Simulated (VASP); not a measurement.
Input:

```xyz
1
Lattice="0.0000 2.5973 2.5973 2.5973 0.0000 2.5973 2.5973 2.5973 0.0000" Properties=species:S:1:pos:R:3 pbc="T T T"
Pb     0.0000     0.0000     0.0000
```

All values below come from RPBE GGA, VASP's PBE PAW potentials (set 64) (plane waves; VASP 6.6.1). Run with 520 eV cut-off, 12×12×12 Γ-centred mesh, first-order Methfessel-Paxton smearing of 0.10 eV, potentials Pb_d.

### Question
Give the stress tensor in GPa (positive for a compressed cell).

### Answer

```
-1.42   0.00   0.00
 0.00  -1.42   0.00
 0.00   0.00  -1.42
```
The pressure is its mean diagonal, -1.42 GPa.

The compound is Pb in the fcc structure. This cell is one point of a volume scan, at 1.06 of the reference volume.
